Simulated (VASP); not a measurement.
# VClO: convergence with the PAW data sets and SCF solver

How sensitive are energy, pressure and forces of VClO to the PAW data sets and SCF solver? The series runs use r2SCAN. The PAW data sets tried: minimal 64: V Cl O; recommended 64: V_sv Cl O; recommended 54: V_sv Cl O; gw 64: V_sv_GW Cl_GW O_GW; hard 64: V_sv Cl_h O_h; soft 64: V_sv Cl O_s. The SCF solver tried: ALGO = Normal; ALGO = Fast; ALGO = VeryFast; ALGO = All; ALGO = Damped; AMIX = 0.1, BMIX = 0.01; AMIX = 0.8; IMIX = 1, AMIX = 0.2. The start is a cell from a database of measured crystal structures.

Main program and level: VASP 6.6.1; r2SCAN, spin-polarised from a ferromagnetic start; plane waves and PAW (V, Cl, O), in the first sound run; inputs show where later runs differ.

### 1. Set-up

The structure is orthorhombic, space group Pmmn (No. 59). The conventional cell has a = 3.300 Å, b = 3.780 Å, c = 7.910 Å, α = 90.00°, β = 90.00°, γ = 90.00°. V has 4 O at 1.97 to 2.08 Å and 2 Cl at 2.36 Å nearest. Cl has 2 V at 2.36 Å nearest. O has 4 V at 1.97 to 2.08 Å nearest. Farther neighbours and most contacts between anions are not listed.

Structure file:

```xyz
6
Lattice="3.3000 0.0000 0.0000 0.0000 3.7800 0.0000 0.0000 0.0000 7.9100" Properties=species:S:1:pos:R:3 pbc="T T T"
V     0.0000    1.8900    0.9081
V     1.6500    0.0000    7.0019
Cl    1.6500    1.8900    2.5937
Cl    0.0000    0.0000    5.3163
O     1.6500    1.8900    7.5477
O     0.0000    0.0000    0.3623
```

### 2. PAW data sets: minimal 64: V Cl O

Data sets differ in which electrons are valence and how hard the partial waves are. r2SCAN adds the kinetic-energy density, costs more than a GGA and is run with LASPH.

INCAR reads:

```
SYSTEM = VClO
PREC = Accurate
ENCUT = 520
EDIFF = 1E-06
NELM = 100
ISMEAR = -1
SIGMA = 0.05
LREAL = .FALSE.
ALGO = Normal
METAGGA = R2SCAN
LASPH = .TRUE.
NBANDS = 30
ISPIN = 2
MAGMOM = 2 2 0 0 0 0
LMAXMIX = 4
LORBIT = 11
LWAVE = .FALSE.
LCHARG = .FALSE.
KPAR = 4
ISIF = 2
```

POSCAR reads:

```
VClO
1.0
    3.3000000000      0.0000000000      0.0000000000
    0.0000000000      3.7800000000      0.0000000000
    0.0000000000      0.0000000000      7.9100000000
V Cl O
2 2 2
Direct
    0.0000000000      0.5000000000      0.1148000000
    0.5000000000      0.0000000000      0.8852000000
    0.5000000000      0.5000000000      0.3279000000
    0.0000000000      0.0000000000      0.6721000000
    0.5000000000      0.5000000000      0.9542000000
    0.0000000000      0.0000000000      0.0458000000
```

KPOINTS reads:

```
Automatic mesh
0
Gamma
7 6 3
0 0 0
```

PAW data sets: V, Cl and O (PBE family, release 64).

On the command line:

```console
$ mpirun -np 4 vasp_std
```

What it wrote:

```text
[banner, memory and clock lines left out]
running    4 mpi-ranks, on    1 nodes
 distrk:  each k-point on    1 cores,    4 groups
 distr:  one band on    1 cores,    1 groups

 POSCAR found type information on POSCAR V ClO
 POSCAR found :  3 types and       6 ions
|                                                                             |
|               ----> ADVICE to this user running VASP <----                  |
|                                                                             |
|     You enforced a specific xc type in the INCAR file but a different       |
|     [... a line on the potential file left out ...]
|     I HOPE YOU KNOW WHAT YOU ARE DOING!                                     |
|                                                                             |

 LDA part: xc-table for (None), standard interpolation
 POSCAR, INCAR and KPOINTS ok, starting setup
 FFT: planning ... GRIDC
 FFT: planning ... GRID_SOFT
 FFT: planning ... GRID
 WAVECAR not read
 entering main loop
       N       E                     dE             d eps       ncg     rms          rms(c)
DAV:   1     0.352905085534E+03    0.35291E+03   -0.14316E+04  3840   0.124E+03
DAV:   2    -0.615817747316E+01   -0.35906E+03   -0.32571E+03  3924   0.303E+02
DAV:   3    -0.788182424777E+02   -0.72660E+02   -0.69331E+02  5120   0.153E+02
DAV:   4    -0.824972027173E+02   -0.36790E+01   -0.36466E+01  5704   0.375E+01
DAV:   5    -0.825780547036E+02   -0.80852E-01   -0.80677E-01  5562   0.512E+00    0.317E+01
DAV:   6    -0.649458811518E+02    0.17632E+02   -0.46619E+01  5482   0.688E+01    0.157E+01
DAV:   7    -0.651297589672E+02   -0.18388E+00   -0.55770E+00  5740   0.334E+01    0.123E+01
DAV:   8    -0.651395227065E+02   -0.97637E-02   -0.79134E-01  6094   0.536E+00    0.728E+00
DAV:   9    -0.651094262333E+02    0.30096E-01   -0.58622E-01  6242   0.912E+00    0.229E+00
DAV:  10    -0.651534671290E+02   -0.44041E-01   -0.11650E-01  5924   0.375E+00    0.140E+00
DAV:  11    -0.651643068146E+02   -0.10840E-01   -0.22188E-02  5700   0.169E+00    0.827E-01
DAV:  12    -0.651653216951E+02   -0.10149E-02   -0.36576E-03  5620   0.716E-01    0.339E-01
DAV:  13    -0.651662506207E+02   -0.92893E-03   -0.98492E-04  5828   0.329E-01    0.110E-01
DAV:  14    -0.651663105296E+02   -0.59909E-04   -0.33368E-04  5956   0.124E-01    0.685E-02
DAV:  15    -0.651663374665E+02   -0.26937E-04   -0.42602E-05  5826   0.520E-02    0.302E-02
DAV:  16    -0.651663438949E+02   -0.64284E-05   -0.27794E-05  5986   0.406E-02    0.119E-02
DAV:  17    -0.651663446015E+02   -0.70659E-06   -0.23196E-06  3636   0.149E-02
   1 F= -.65166345E+02 E0= -.65162924E+02  d E =-.684140E-02  mag=     4.0000
```

Wall time 86 s (4 MPI ranks of Intel Xeon 6975P-C (Granite Rapids), shared host); peak memory 1.4 GiB.

Lines that name or quote the potential files are left out of all logs, and their timing lines are given in words.

Parts of OUTCAR (step 2):

```text
ion  position               nearest neighbor table
   1  0.000  0.500  0.115-   6 1.97   6 1.97   5 2.08   5 2.08   3 2.36   3 2.36   2 3.10   2 3.10
                             2 3.10   2 3.10
   2  0.500  0.000  0.885-   5 1.97   5 1.97   6 2.08   6 2.08   4 2.36   4 2.36   1 3.10   1 3.10
                             1 3.10   1 3.10
   3  0.500  0.500  0.328-   1 2.36   1 2.36
   4  0.000  0.000  0.672-   2 2.36   2 2.36
   5  0.500  0.500  0.954-   2 1.97   2 1.97   1 2.08   1 2.08
   6  0.000  0.000  0.046-   1 1.97   1 1.97   2 2.08   2 2.08

  LATTYP: Found a simple orthorhombic cell.
 ALAT       =     3.3000000000
 B/A-ratio  =     1.1454545455
 C/A-ratio  =     2.3969696970

 Subroutine GETGRP returns: Found  8 space group operations
 (whereof  4 operations were pure point group operations)

The static configuration has the point symmetry C_2v.
 The point group associated with its full space group is D_2h.

 Found     32 irreducible k-points:

   k-points           NKPTS =     32   k-points in BZ     NKDIM =     32   number of bands    NBANDS=     30

   dimension x,y,z NGX =    28 NGY =   28 NGZ =   60
   dimension x,y,z NGXF=    56 NGYF=   56 NGZF=  120

   ENCUT  =  520.0 eV  38.22 Ry    6.18 a.u.   6.14  7.03 14.71*2*pi/ulx,y,z

   NELECT =      36.0000    total number of electrons

 k-points in reciprocal lattice and weights: Automatic mesh
   0.00000000  0.00000000  0.00000000       0.008
   0.14285714  0.00000000  0.00000000       0.016
   0.28571429  0.00000000  0.00000000       0.016
   0.42857143  0.00000000  0.00000000       0.016
   0.00000000  0.16666667  0.00000000       0.016
   0.14285714  0.16666667  0.00000000       0.032
   0.28571429  0.16666667  0.00000000       0.032
   0.42857143  0.16666667  0.00000000       0.032
   0.00000000  0.33333333  0.00000000       0.016
[...]
0.28571429  0.50000000  0.33333333       0.032
   0.42857143  0.50000000  0.33333333       0.032

 average (electrostatic) potential at core
       1 -46.8534       2 -46.8534       3 -95.9510       4 -95.9510       5 -76.4904
       6 -76.4904

 E-fermi :   3.1714

 spin component 1
 k-point     1 :       0.0000    0.0000    0.0000
  band No.  band energies     occupation
    ...
     16       0.4714      1.00000
     17       1.5766      1.00000
     18       1.7955      1.00000
     19       2.3563      1.00000
     20       2.4166      1.00000
     21       4.3408      0.00000
     22       4.7084      0.00000
     23       5.2457      0.00000
     24       5.8742      0.00000
     25       5.9097      0.00000
    ...

 k-point     2 :       0.1429    0.0000    0.0000
  band No.  band energies     occupation
    ...
     16       0.0443      1.00000
     17       1.7902      1.00000
     18       2.1289      1.00000
     19       2.3912      1.00000
     20       2.6750      0.99995
     21       4.2846      0.00000
     22       4.6299      0.00000
     23       5.1390      0.00000
     24       5.5936      0.00000
     25       5.8898      0.00000
    ...

 k-point     3 :       0.2857    0.0000    0.0000
  band No.  band energies     occupation
    ...
     16       0.1339      1.00000
     17       2.1650      1.00000
     18       2.4392      1.00000
     19       2.4863      1.00000
     20       2.8482      0.99844
     21       4.1483      0.00000
     22       4.4082      0.00000
     23       5.0547      0.00000
     24       5.3891      0.00000
     25       5.8032      0.00000
    ...

 k-point     4 :       0.4286    0.0000    0.0000
  band No.  band energies     occupation
    ...
     16       0.1529      1.00000
     17       2.4686      1.00000
     18       2.5674      0.99999
     19       2.5979      0.99999
     20       2.7516      0.99977
     21       4.0450      0.00000
     22       4.1434      0.00000
     23       5.1872      0.00000
     24       5.4222      0.00000
     25       5.6637      0.00000
    ...

 k-point     5 :       0.0000    0.1667    0.0000
  band No.  band energies     occupation
    ...
     16       0.1792      1.00000
     17       1.7785      1.00000
     18       2.0764      1.00000
     19       2.3971      1.00000
     20       2.4765      1.00000
     21       3.9186      0.00000
     22       4.1994      0.00000
     23       5.6217      0.00000
     24       5.9043      0.00000
     25       5.9484      0.00000
    ...

 k-point     6 :       0.1429    0.1667    0.0000
  band No.  band energies     occupation
    ...
     16      -0.0210      1.00000
     17       2.0585      1.00000
     18       2.1843      1.00000
     19       2.4896      1.00000
     20       2.6480      0.99997
     21       3.8389      0.00000
     22       4.1349      0.00000
     23       5.3770      0.00000
     24       5.6329      0.00000
     25       6.0533      0.00000
    ...

  Total        1.1254858      0.2677969      0.8759408      0.0000000      0.0000000      0.0000000
  in kB       18.2754629      4.3484441     14.2233895      0.0000000      0.0000000      0.0000000
  external PRESSURE =      12.2824322 kB  Pullay stress =       0.0000000 kB

  energy-cutoff  :      520.00
  volume of cell :       98.67
      direct lattice vectors                 reciprocal lattice vectors
     3.300000000  0.000000000  0.000000000     0.303030303  0.000000000  0.000000000
     0.000000000  3.780000000  0.000000000     0.000000000  0.264550265  0.000000000
     0.000000000  0.000000000  7.910000000     0.000000000  0.000000000  0.126422250

 POSITION                                       TOTAL-FORCE (eV/Angst)
 -----------------------------------------------------------------------------------
      0.00000      1.89000      0.90807         0.000000      0.000000     -0.017223
      1.65000      0.00000      7.00193         0.000000      0.000000      0.017223
      1.65000      1.89000      2.59369         0.000000      0.000000      0.101524
      0.00000      0.00000      5.31631         0.000000      0.000000     -0.101524
      1.65000      1.89000      7.54772         0.000000      0.000000      0.025129
      0.00000      0.00000      0.36228         0.000000      0.000000     -0.025129
 -----------------------------------------------------------------------------------
    total drift:                                0.000000      0.000000     -0.000000

  FREE ENERGIE OF THE ION-ELECTRON SYSTEM (eV)
  ---------------------------------------------------
  free  energy   TOTEN  =       -65.1663446015 eV

  energy  without entropy=      -65.1595032025  energy(sigma->0) =      -65.16292390

 total charge
# of ion       s       p       d       tot
------------------------------------------
    1        0.415   0.722   3.391   4.528
    2        0.415   0.722   3.391   4.528
    3        1.611   3.581   0.000   5.191
    4        1.611   3.581   0.000   5.191
    5        1.565   3.528   0.000   5.094
    6        1.565   3.528   0.000   5.094
--------------------------------------------------
tot          7.183  15.662   6.782  29.626

 magnetization (x)
# of ion       s       p       d       tot
------------------------------------------
    1        0.023   0.016   1.895   1.934
    2        0.023   0.016   1.895   1.934
    3        0.001  -0.008   0.000  -0.007
    4        0.001  -0.008   0.000  -0.007
    5       -0.001  -0.007   0.000  -0.008
    6       -0.001  -0.007   0.000  -0.008
--------------------------------------------------
tot          0.046   0.001   3.790   3.837

[... 6 further parts left out ...]
```

The magnetic state follows from one typed start and may not be the lowest. Experiment finds antiferromagnetic order in this phase (below 79 K, arxiv:0909.2029), so this ferromagnetic run describes another state. The gap is read on the k-mesh alone, so it is an upper bound where the band edges lie off the mesh. The PAW data sets were made with PBE, which is usual practice but a small mismatch for other functionals. The data set V keeps the semicore shell frozen, which is cheaper and a little less accurate.

This step gave:

* SCF cycles: 17
* electrons: 36
* bands: 30
* irreducible k-points: 32
* symmetry operations: 8
* free energy (TOTEN): -65.1663 eV
* energy at zero smearing: -65.1629 eV
* Fermi energy: 3.171 eV
* pressure: 1.228 GPa
* moment of the cell, from the last line of the log: 4 μB
* metallic: no
* valence top at k: 0.4286, 0.5, 0
* conduction bottom at k: 0.4286, 0.3333, 0
* least direct gap at k: 0.4286, 0.5, 0
* gap on the k-mesh: 0.1515 eV
* least direct gap on the k-mesh: 0.2285 eV

Spin moment in the PAW sphere by atom:

| atom | spin moment in the PAW sphere (μB) |
| --- | --- |
| V1 | 1.93 |
| V2 | 1.93 |
| Cl3 | -0.01 |
| Cl4 | -0.01 |
| O5 | -0.01 |
| O6 | -0.01 |

The series starts at -10.8605 eV an atom and 1.23 GPa, after 17 cycles in 86 s.

### 3. PAW data sets: recommended 64: V sv Cl O

This step: r2SCAN, spin-polarised from a ferromagnetic start; plane waves and PAW (V_sv, Cl, O) (VASP 6.6.1).

INCAR: that of step 2 with these lines changed.

```diff
@@ -11,3 +11,3 @@
 LASPH = .TRUE.
-NBANDS = 30
+NBANDS = 38
 ISPIN = 2
```

POSCAR is that of step 2.

KPOINTS is that of step 2.

PAW data sets: V_sv, Cl and O (PBE family, release 64).

On the command line:

```console
$ mpirun -np 4 vasp_std
```

What it wrote:

```text
[banner, memory and clock lines left out]
running    4 mpi-ranks, on    1 nodes
[...]
[... a notice as in an earlier step ...]

 LDA part: xc-table for (None), standard interpolation
 POSCAR, INCAR and KPOINTS ok, starting setup
[...]
entering main loop
       N       E                     dE             d eps       ncg     rms          rms(c)
DAV:   1     0.591322288507E+03    0.59132E+03   -0.28876E+04  5104   0.138E+03
DAV:   2    -0.378924816011E+02   -0.62921E+03   -0.59997E+03  5300   0.427E+02
DAV:   3    -0.860306178796E+02   -0.48138E+02   -0.47390E+02  5690   0.126E+02
DAV:   4    -0.869220164311E+02   -0.89140E+00   -0.88948E+00  5704   0.176E+01
[...]
DAV:  15    -0.655311022678E+02   -0.26803E-04   -0.65984E-05  5490   0.456E-02    0.164E-02
DAV:  16    -0.655311122920E+02   -0.10024E-04   -0.53053E-06  5010   0.192E-02    0.524E-03
DAV:  17    -0.655311130028E+02   -0.71079E-06   -0.86634E-07  2916   0.665E-03
   1 F= -.65531113E+02 E0= -.65528737E+02  d E =-.475123E-02  mag=     4.0000
```

It took 95 s on 4 MPI ranks; peak memory 1.5 GiB.

OUTCAR, selected parts (step 3):

```text
  Total        1.3414802      0.2004639      1.0067872      0.0000000      0.0000000      0.0000000
  in kB       21.7827455      3.2551017     16.3480536      0.0000000      0.0000000      0.0000000
  external PRESSURE =      13.7953003 kB  Pullay stress =       0.0000000 kB

 POSITION                                       TOTAL-FORCE (eV/Angst)
 -----------------------------------------------------------------------------------
      0.00000      1.89000      0.90807         0.000000      0.000000     -0.005679
      1.65000      0.00000      7.00193         0.000000      0.000000      0.005679
      1.65000      1.89000      2.59369         0.000000      0.000000      0.128040
      0.00000      0.00000      5.31631         0.000000      0.000000     -0.128040
      1.65000      1.89000      7.54772         0.000000      0.000000     -0.004641
      0.00000      0.00000      0.36228         0.000000      0.000000      0.004641
 -----------------------------------------------------------------------------------
    total drift:                                0.000000      0.000000      0.000000

  FREE ENERGIE OF THE ION-ELECTRON SYSTEM (eV)
  ---------------------------------------------------
  free  energy   TOTEN  =       -65.5311130028 eV

  energy  without entropy=      -65.5263617719  energy(sigma->0) =      -65.52873739

 magnetization (x)
# of ion       s       p       d       tot
------------------------------------------
    1        0.021   0.014   1.838   1.873
    2        0.021   0.014   1.838   1.873
    3        0.001  -0.006   0.000  -0.005
    4        0.001  -0.006   0.000  -0.005
    5       -0.000  -0.000   0.000  -0.001
    6       -0.000  -0.000   0.000  -0.001
--------------------------------------------------
tot          0.043   0.016   3.676   3.735

[... 1 part as in an earlier step ...]

[... 2 further parts left out ...]
[key lines of the parts left out:]
E-fermi :   4.2864
```

With 52 valence electrons the pressure is 1.38 GPa, +0.15 GPa from the first of the series, after 17 cycles in 95 s.

### 4. PAW data sets: recommended 54: V sv Cl O

INCAR is that of step 3.

POSCAR is that of step 3.

KPOINTS is that of step 3.

PAW data sets: V_sv, Cl and O (PBE family, release 54).

On the command line:

```console
$ mpirun -np 4 vasp_std
```

What it wrote:

```text
[... set-up lines as in an earlier step ...]
 entering main loop
       N       E                     dE             d eps       ncg     rms          rms(c)
[... 17 cycles as in an earlier step ...]
   1 F= -.65531113E+02 E0= -.65528737E+02  d E =-.475123E-02  mag=     4.0000
```

Run time: 95 s. Hardware: 4 MPI ranks; peak memory 1.5 GiB; 6.3 min of CPU time.

OUTCAR, selected parts (step 4):

```text
[... 7 parts as in an earlier step ...]

[... 1 further part left out ...]
[key lines of the parts left out:]
E-fermi :   4.2864
```

With 52 valence electrons the pressure is 1.38 GPa, +0.15 GPa from the first of the series, after 17 cycles in 95 s.

[end of part 1 of 3]

[Lines on the potential files, build, host, timing and source positions are cut from VASP's logs without a mark.]

[Logs are printed without paths, hosts, clocks, repeated set-up lines and the standing remarks that a program may print on its own settings, such as how far it seeks lower states.]

[Hosts, paths, dates, database ids (printed as entryN), source tags and the programs' standing remarks are cut or masked in the printed files.]

[A measured line is paired with the nearest computed mode of its activity, which favours agreement.]
